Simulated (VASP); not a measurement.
## LaCoPO: input slips in a magnetic run and what they do

Some runs on the magnet LaCoPO get a fault in the input on purpose. Which of them show, and how? The starting structure is a computed structure from the Materials Project. The reference starts from ferromagnetic moments.

Method: Kohn-Sham DFT with plane waves and PAW; PBEsol, in VASP 6.6.1.

**1. Starting point**

It takes space group P4/nmm (No. 129, tetragonal). Conventional cell: a = 3.991 Å, b = 3.991 Å, c = 8.265 Å, α = 90.00°, β = 90.00°, γ = 90.00°. Nearest to La lie 4 O at 2.36 Å. Nearest to Co lie 4 P at 2.22 Å. P has 4 Co at 2.22 Å nearest. Nearest to O lie 4 La at 2.36 Å. Farther neighbours and most contacts between anions are not listed.

**2. Reference run**

The input, INCAR:

```
SYSTEM = LaCoPO
PREC = Accurate
ENCUT = 480
EDIFF = 1E-07
NELM = 200
ISMEAR = 0
SIGMA = 0.05
LREAL = .FALSE.
ALGO = Normal
GGA = PS
NBANDS = 46
ISPIN = 2
MAGMOM = 0 0 2.4 2.4 0 0 0 0
LASPH = .TRUE.
LMAXMIX = 6
AMIX = 0.2
BMIX = 1E-04
AMIX_MAG = 0.8
BMIX_MAG = 1E-04
LORBIT = 11
LWAVE = .FALSE.
LCHARG = .FALSE.
KPAR = 8
```

The input, POSCAR:

```
LaCoPO
1.0
    3.9912560000      0.0000000000      0.0000000000
    0.0000000000      3.9912560000      0.0000000000
    0.0000000000      0.0000000000      8.2649260000
La Co P O
2 2 2 2
Direct
    0.5000000000      0.0000000000      0.1531320000
    0.0000000000      0.5000000000      0.8468680000
    0.0000000000      0.0000000000      0.5000000000
    0.5000000000      0.5000000000      0.5000000000
    0.0000000000      0.5000000000      0.3816310000
    0.5000000000      0.0000000000      0.6183690000
    0.5000000000      0.5000000000      0.0000000000
    0.0000000000      0.0000000000      0.0000000000
```

The input, KPOINTS:

```
Automatic mesh
0
Gamma
8 8 4
0 0 0
```

Potentials, in the order of the species: La, Co, P and O (PBE family, release 64).

Started as:

```
mpirun -np 8 vasp_std
```

Output:

```text
[banner, memory and clock lines left out]
running    8 mpi-ranks, on    1 nodes
 distrk:  each k-point on    1 cores,    8 groups
 distr:  one band on    1 cores,    1 groups

 POSCAR found type information on POSCAR LaCoP O
 POSCAR found :  4 types and       8 ions
|                                                                             |
|           W    W    AA    RRRRR   N    N  II  N    N   GGGG   !!!           |
|           W    W   A  A   R    R  NN   N  II  NN   N  G    G  !!!           |
|           W    W  A    A  R    R  N N  N  II  N N  N  G       !!!           |
|           W WW W  AAAAAA  RRRRR   N  N N  II  N  N N  G  GGG   !            |
|           WW  WW  A    A  R   R   N   NN  II  N   NN  G    G                |
|           W    W  A    A  R    R  N    N  II  N    N   GGGG   !!!           |
|                                                                             |
|     For optimal performance we recommend to set                             |
|       NCORE = 2 up to number-of-cores-per-socket                            |
|     NCORE specifies how many cores store one orbital (NPAR=cpu/NCORE).      |
|     This setting can greatly improve the performance of VASP for DFT.       |
|     The default, NCORE=1 might be grossly inefficient on modern             |
|     multi-core architectures or massively parallel machines. Do your        |
|     Unfortunately you need to use the default for GW and RPA                |
|     calculations (for HF NCORE is supported but not extensively tested      |
|     yet).                                                                   |
|                                                                             |

|                                                                             |
|               ----> ADVICE to this user running VASP <----                  |
|                                                                             |
|     You enforced a specific xc type in the INCAR file but a different       |
|     [... a line on the potential file left out ...]
|     I HOPE YOU KNOW WHAT YOU ARE DOING!                                     |
|                                                                             |

 LDA part: xc-table for (Slater+PW92), standard interpolation
 POSCAR, INCAR and KPOINTS ok, starting setup
 FFT: planning ... GRIDC
 FFT: planning ... GRID_SOFT
 FFT: planning ... GRID
 WAVECAR not read
 entering main loop
       N       E                     dE             d eps       ncg     rms          rms(c)
DAV:   1     0.624656192425E+03    0.62466E+03   -0.21699E+04  8428   0.182E+03
DAV:   2     0.101630812032E+03   -0.52303E+03   -0.46602E+03  9070   0.355E+02
DAV:   3    -0.515445384015E+02   -0.15318E+03   -0.14235E+03 11270   0.186E+02
DAV:   4    -0.728523819743E+02   -0.21308E+02   -0.20250E+02 14662   0.759E+01
DAV:   5    -0.745176273768E+02   -0.16652E+01   -0.16263E+01 14798   0.218E+01    0.316E+01
DAV:   6    -0.839121640055E+02   -0.93945E+01   -0.29450E+02 14520   0.113E+02    0.501E+01
DAV:   7    -0.652196163084E+02    0.18693E+02   -0.82667E+01 14118   0.832E+01    0.152E+01
DAV:   8    -0.646287183559E+02    0.59090E+00   -0.22776E+01 15032   0.273E+01    0.832E+00
DAV:   9    -0.644309706686E+02    0.19775E+00   -0.61670E+00 15058   0.124E+01    0.554E+00
DAV:  10    -0.643257495831E+02    0.10522E+00   -0.65998E-01 15452   0.584E+00    0.365E+00
DAV:  11    -0.642757484466E+02    0.50001E-01   -0.39844E-01 15136   0.426E+00    0.141E+00
DAV:  12    -0.642659520674E+02    0.97964E-02   -0.92950E-02 15200   0.191E+00    0.514E-01
DAV:  13    -0.642668768233E+02   -0.92476E-03   -0.11797E-02 14840   0.720E-01    0.244E-01
DAV:  14    -0.642668784396E+02   -0.16163E-05   -0.38753E-03 15976   0.368E-01    0.157E-01
DAV:  15    -0.642668882744E+02   -0.98348E-05   -0.88107E-04 15968   0.177E-01    0.952E-02
DAV:  16    -0.642669799355E+02   -0.91661E-04   -0.32243E-04 15616   0.973E-02    0.491E-02
DAV:  17    -0.642670142170E+02   -0.34282E-04   -0.19746E-04 16296   0.713E-02    0.296E-02
DAV:  18    -0.642670316495E+02   -0.17432E-04   -0.77462E-05 16320   0.443E-02    0.197E-02
DAV:  19    -0.642670415822E+02   -0.99327E-05   -0.35576E-05 16296   0.328E-02    0.119E-02
DAV:  20    -0.642670475191E+02   -0.59369E-05   -0.39921E-05 14384   0.254E-02    0.687E-03
DAV:  21    -0.642670478700E+02   -0.35091E-06   -0.64378E-06 16512   0.154E-02    0.426E-03
DAV:  22    -0.642670482407E+02   -0.37068E-06   -0.36676E-06 15712   0.868E-03    0.277E-03
DAV:  23    -0.642670481988E+02    0.41919E-07   -0.12359E-06 14296   0.469E-03    0.150E-03
DAV:  24    -0.642670482097E+02   -0.10902E-07   -0.11546E-07  8104   0.228E-03
   1 F= -.64267048E+02 E0= -.64265242E+02  d E =-.361335E-02  mag=     1.2782
```

Elapsed: 70 s, on 8 MPI ranks of AMD EPYC 9R45, shared host; peak memory 4.2 GiB.

Lines that name or quote the potential files are left out of all logs, and their timing lines are given in words.

From OUTCAR (step 2):

```text
ion  position               nearest neighbor table
   1  0.500  0.000  0.153-   7 2.36   8 2.36   7 2.36   8 2.36
   2  0.000  0.500  0.847-   7 2.36   8 2.36   8 2.36   7 2.36
   3  0.000  0.000  0.500-   5 2.22   6 2.22   5 2.22   6 2.22   4 2.82   4 2.82   4 2.82   4 2.82

  LATTYP: Found a simple tetragonal cell.
 ALAT       =     3.9912560000
 C/A-ratio  =     2.0707581774

 Subroutine GETGRP returns: Found 16 space group operations
 (whereof  8 operations were pure point group operations)

The static configuration has the point symmetry D_2d.
 The point group associated with its full space group is D_4h.

 Found     45 irreducible k-points:

   k-points           NKPTS =     45   k-points in BZ     NKDIM =     45   number of bands    NBANDS=     46

   dimension x,y,z NGX =    30 NGY =   30 NGZ =   60
   dimension x,y,z NGXF=    60 NGYF=   60 NGZF=  120

   ENCUT  =  480.0 eV  35.28 Ry    5.94 a.u.   7.13  7.13 14.76*2*pi/ulx,y,z

   NELECT =      62.0000    total number of electrons

 k-points in reciprocal lattice and weights: Automatic mesh
   0.00000000  0.00000000  0.00000000       0.004
   0.12500000  0.00000000  0.00000000       0.016
   0.25000000  0.00000000  0.00000000       0.016
   0.37500000  0.00000000  0.00000000       0.016
   0.50000000  0.00000000  0.00000000       0.008
   0.12500000  0.12500000  0.00000000       0.016
   0.25000000  0.12500000  0.00000000       0.031
   0.37500000  0.12500000  0.00000000       0.031
   0.50000000  0.12500000  0.00000000       0.016
[...]
0.50000000  0.37500000  0.50000000       0.016
   0.50000000  0.50000000  0.50000000       0.004

 average (electrostatic) potential at core
       1 -94.6409       2 -94.6409       3 -80.0283       4 -80.0283       5 -80.3231
       6 -80.3231       7 -66.7504       8 -66.7504

 E-fermi :   8.3541

 spin component 1
 k-point     1 :       0.0000    0.0000    0.0000
  band No.  band energies     occupation
    ...
     27       6.6588      1.00000
     28       7.1227      1.00000
     29       7.3345      1.00000
     30       7.3345      1.00000
     31       7.6570      1.00000
     32       9.9305      0.00000
     33       9.9949      0.00000
     34      10.4685      0.00000
     35      10.4685      0.00000
     36      10.4976      0.00000
    ...

 k-point     2 :       0.1250    0.0000    0.0000
  band No.  band energies     occupation
    ...
     27       6.6128      1.00000
     28       6.9188      1.00000
     29       7.1097      1.00000
     30       7.5969      1.00000
     31       7.6723      1.00000
     32       9.7328      0.00000
     33       9.9762      0.00000
     34      10.1896      0.00000
     35      10.3154      0.00000
     36      10.8550      0.00000
    ...

 k-point     3 :       0.2500    0.0000    0.0000
  band No.  band energies     occupation
    ...
     27       6.5309      1.00000
     28       6.6290      1.00000
     29       6.8833      1.00000
     30       7.6434      1.00000
     31       8.0151      1.00000
     32       9.0988      0.00000
     33       9.7693      0.00000
     34       9.9333      0.00000
     35      10.4627      0.00000
     36      10.9335      0.00000
    ...

 k-point     4 :       0.3750    0.0000    0.0000
  band No.  band energies     occupation
    ...
     26       6.1859      1.00000
     27       6.2903      1.00000
     28       6.3412      1.00000
     29       6.8839      1.00000
     30       7.3948      1.00000
     31       8.4803      0.00018
     32       8.9719      0.00000
     33       9.4551      0.00000
     34       9.4566      0.00000
     35      10.6639      0.00000
    ...

 k-point     5 :       0.5000    0.0000    0.0000
  band No.  band energies     occupation
    ...
     26       5.9191      1.00000
     27       6.1903      1.00000
     28       6.1903      1.00000
     29       7.0733      1.00000
     30       7.0733      1.00000
     31       8.9622      0.00000
     32       8.9622      0.00000
     33       9.1857      0.00000
     34       9.1857      0.00000
     35      10.7787      0.00000
    ...

 k-point     6 :       0.1250    0.1250    0.0000
  band No.  band energies     occupation
    ...
     27       6.6016      1.00000
     28       6.8306      1.00000
     29       7.0482      1.00000
     30       7.5222      1.00000
     31       7.6719      1.00000
     32       9.5621      0.00000
     33       9.7369      0.00000
     34       9.8743      0.00000
     35      10.4859      0.00000
     36      11.0465      0.00000
    ...

  Total       -4.4549893     -4.4549893     -1.9532391      0.0000000      0.0000000      0.0000000
  in kB      -54.2124591    -54.2124591    -23.7688331      0.0000000      0.0000000      0.0000000
  external PRESSURE =     -44.0645838 kB  Pullay stress =       0.0000000 kB

  energy-cutoff  :      480.00
  volume of cell :      131.66
      direct lattice vectors                 reciprocal lattice vectors
     3.991256000  0.000000000  0.000000000     0.250547697  0.000000000  0.000000000
     0.000000000  3.991256000  0.000000000     0.000000000  0.250547697  0.000000000
     0.000000000  0.000000000  8.264926000     0.000000000  0.000000000  0.120993219

 POSITION                                       TOTAL-FORCE (eV/Angst)
 -----------------------------------------------------------------------------------
      1.99563      0.00000      1.26562         0.000000     -0.000000     -0.364050
      0.00000      1.99563      6.99930        -0.000000     -0.000000      0.364050
      0.00000      0.00000      4.13246         0.000000     -0.000000      0.000000
      1.99563      1.99563      4.13246        -0.000000      0.000000      0.000000
      0.00000      1.99563      3.15415         0.000000     -0.000000     -0.460290
      1.99563      0.00000      5.11077        -0.000000     -0.000000      0.460290
      1.99563      1.99563      0.00000         0.000000     -0.000000      0.000000
      0.00000      0.00000      0.00000         0.000000      0.000000      0.000000
 -----------------------------------------------------------------------------------
    total drift:                                0.000000      0.000000      0.000000

  FREE ENERGIE OF THE ION-ELECTRON SYSTEM (eV)
  ---------------------------------------------------
  free  energy   TOTEN  =       -64.2670482097 eV

  energy  without entropy=      -64.2634348549  energy(sigma->0) =      -64.26524153

 total charge
# of ion       s       p       d       f       tot
--------------------------------------------------
    1        2.035   5.661   0.680   0.239   8.616
    2        2.035   5.661   0.680   0.239   8.616
    3        0.452   0.528   7.483   0.000   8.463
    4        0.452   0.528   7.483   0.000   8.463
    5        1.027   1.449   0.000   0.000   2.476
    6        1.027   1.449   0.000   0.000   2.476
    7        1.571   3.449   0.000   0.000   5.019
    8        1.571   3.449   0.000   0.000   5.019
--------------------------------------------------
tot         10.171  22.173  16.326   0.478  49.149

 magnetization (x)
# of ion       s       p       d       f       tot
--------------------------------------------------
    1       -0.000   0.001   0.002   0.000   0.003
    2       -0.000   0.001   0.002   0.000   0.003
    3        0.012   0.009   0.600   0.000   0.621
    4        0.012   0.009   0.600   0.000   0.621
    5        0.001   0.008   0.000   0.000   0.009
    6        0.001   0.008   0.000   0.000   0.009
    7       -0.000   0.001   0.000   0.000   0.001
    8       -0.000   0.001   0.000   0.000   0.001
--------------------------------------------------
tot          0.025   0.036   1.204   0.001   1.266

[... 6 further parts left out ...]
```

The PAW data sets were made with PBE, which is usual practice but a small mismatch for other functionals. At this level the cell is under a tension of 4.4 GPa, so at these settings it is away from equilibrium.

Reference: the moments inside the Co spheres have a mean size of 0.62 μB, and the cell carries 1.28 μB, with no gap.

**3. Run with spin polarisation switched off**

A slip made on purpose: spin polarisation switched off. Against step 2 the input has no ISPIN and no MAGMOM (also changed: NELM, NBANDS, LMAXMIX, AMIX, BMIX, AMIX_MAG and BMIX_MAG).

The input, INCAR:

```
SYSTEM = LaCoPO
PREC = Accurate
ENCUT = 480
EDIFF = 1E-07
NELM = 60
ISMEAR = 0
SIGMA = 0.05
LREAL = .FALSE.
ALGO = Normal
GGA = PS
NBANDS = 39
LASPH = .TRUE.
LORBIT = 11
LWAVE = .FALSE.
LCHARG = .FALSE.
KPAR = 8
```

POSCAR is that of step 2.

KPOINTS is that of step 2.

Started as:

```
mpirun -np 8 vasp_std
```

Output:

```text
[banner, memory and clock lines left out]
running    8 mpi-ranks, on    1 nodes
[...]
[... a notice as in an earlier step ...]

 [... a notice as in an earlier step ...]

 LDA part: xc-table for (Slater+PW92), standard interpolation
 POSCAR, INCAR and KPOINTS ok, starting setup
[...]
entering main loop
       N       E                     dE             d eps       ncg     rms          rms(c)
DAV:   1     0.617331920145E+03    0.61733E+03   -0.22713E+04  3526   0.216E+03
DAV:   2     0.112002741944E+03   -0.50533E+03   -0.47618E+03  4118   0.399E+02
DAV:   3    -0.466228565691E+02   -0.15863E+03   -0.15434E+03  5686   0.205E+02
DAV:   4    -0.724194751257E+02   -0.25797E+02   -0.25088E+02  6364   0.949E+01
[...]
DAV:  22    -0.642405952943E+02    0.26360E-06   -0.42967E-07  4540   0.501E-03    0.767E-03
DAV:  23    -0.642405951833E+02    0.11101E-06   -0.54503E-07  4292   0.430E-03    0.435E-03
DAV:  24    -0.642405951516E+02    0.31734E-07   -0.75529E-08  2980   0.292E-03
   1 F= -.64240595E+02 E0= -.64237391E+02  d E =-.640764E-02
```

Wall time 29 s (8 MPI ranks); peak memory 3 GiB; 3.7 min of CPU time.

Parts of OUTCAR (step 3):

```text
  Total       -4.6404162     -4.6404162     -2.2768743      0.0000000      0.0000000      0.0000000
  in kB      -56.4689061    -56.4689061    -27.7071268      0.0000000      0.0000000      0.0000000
  external PRESSURE =     -46.8816464 kB  Pullay stress =       0.0000000 kB

 POSITION                                       TOTAL-FORCE (eV/Angst)
 -----------------------------------------------------------------------------------
      1.99563      0.00000      1.26562        -0.000000     -0.000000     -0.373093
      0.00000      1.99563      6.99930         0.000000     -0.000000      0.373093
      0.00000      0.00000      4.13246         0.000000     -0.000000      0.000000
      1.99563      1.99563      4.13246         0.000000      0.000000      0.000000
      0.00000      1.99563      3.15415         0.000000     -0.000000     -0.274848
      1.99563      0.00000      5.11077         0.000000      0.000000      0.274848
      1.99563      1.99563      0.00000        -0.000000     -0.000000      0.000000
      0.00000      0.00000      0.00000         0.000000     -0.000000      0.000000
 -----------------------------------------------------------------------------------
    total drift:                                0.000000      0.000000      0.000000

  FREE ENERGIE OF THE ION-ELECTRON SYSTEM (eV)
  ---------------------------------------------------
  free  energy   TOTEN  =       -64.2405951516 eV

  energy  without entropy=      -64.2341875076  energy(sigma->0) =      -64.23739133

[... 1 part as in an earlier step ...]

[... 2 further parts left out ...]
[key lines of the parts left out:]
E-fermi :   8.2914
```

Without spin polarisation there are no moments by construction; the energy lies +3.5 meV an atom from the reference.

(Part 1 of 2 ends here.)

[Lines on the potential files, build, host, timing and source positions are cut from VASP's logs without a mark.]

[Logs are printed without paths, hosts, clocks, repeated set-up lines and the standing remarks that a program may print on its own settings, such as how far it seeks lower states.]

[Hosts, paths, dates, database ids (printed as entryN), source tags and the programs' standing remarks are cut or masked in the printed files.]
